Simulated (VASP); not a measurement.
```xyz
2
Lattice="2.7142 0.0000 0.0000 0.0000 2.7142 0.0000 0.0000 0.0000 2.7142" Properties=species:S:1:pos:R:3 pbc="T T T"
B      0.0000     0.0000     0.0000
P      1.3571     1.3571     1.3571
```

All values below come from r2SCAN meta-GGA, VASP's PBE PAW potentials (set 64) (plane waves; VASP). Numerical set-up: 520 eV cut-off, 15×15×15 Γ-centred mesh, tetrahedra with Blöchl corrections, potentials B P.

### Question
Give the energies of bands 1 to 7 at the high-symmetry points, in eV from the Fermi level.

### Answer

| band | Γ | X | M | R |
|---|---|---|---|---|
| 1 | -18.26 | -14.29 | -9.84 | -5.82 |
| 2 | -1.18 | -12.26 | -8.64 | -4.06 |
| 3 | -1.18 | 3.14 | -8.64 | -4.06 |
| 4 | -1.18 | 3.14 | -6.54 | -4.06 |
| 5 | 2.44 | 3.57 | 5.61 | -3.26 |
| 6 | 4.64 | 3.57 | 5.84 | -3.26 |
| 7 | 4.64 | 5.65 | 9.09 | -3.26 |

It has no gap at this level: it comes out as a metal or semimetal.

The structure was generated: BP was put into the CsCl type (Pm-3m), which need not be its known phase. It was relaxed first, which changed the volume by +19 %. VASP warned that the highest band is occupied, so more bands are needed.
